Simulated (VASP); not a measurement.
VASP runs on Cu (fcc) share one base input (PBE GGA, plane waves, VASP's PBE PAW potentials (set 64)) and change the settings named in each case.

**INCAR**
```
SYSTEM = Cu
PREC = Accurate
ENCUT = 400
EDIFF = 1E-6
NELM = 100
ALGO = Normal
LREAL = .FALSE.
LASPH = .TRUE.
ISMEAR = 1
SIGMA = 0.1
GGA = PE
LMAXMIX = 4
LWAVE = .FALSE.
LCHARG = .FALSE.
ISIF = 2
```

File POSCAR:
```
Cu
2.6037090
  0.0000000000   0.7071066698   0.7071066698
  0.7071066698   0.0000000000   0.7071066698
  0.7071066698   0.7071066698   0.0000000000
Cu
1
Direct
  0.0000000000   0.0000000000   0.0000000000
```

File KPOINTS:
```
K-points
0
gamma
 15 15 15
```

POTCAR, in this order: Cu (PBE.64 set). Program: vasp_std.

```
change            E(σ→0) (eV/atom)  plane waves
----------------  ----------------  -----------
base run                   -3.7190          259
PREC = Low                 -3.7219          259
PREC = Normal              -3.7192          259
PREC = Single              -3.7201          259
ADDGRID = .TRUE.           -3.7190          259
LASPH = .FALSE.            -3.7189          259
LREAL = Auto               -3.7194          259
```

Left out are runs that ran out of time, are held back, or changed the cell or the kind of run, fixed moments of cells without a moment, rows past the twelfth, gaps on odd meshes, pressures of charged cells and columns that move by less than the noise.

The compound is Cu in the fcc structure. The cell was not relaxed at this level.
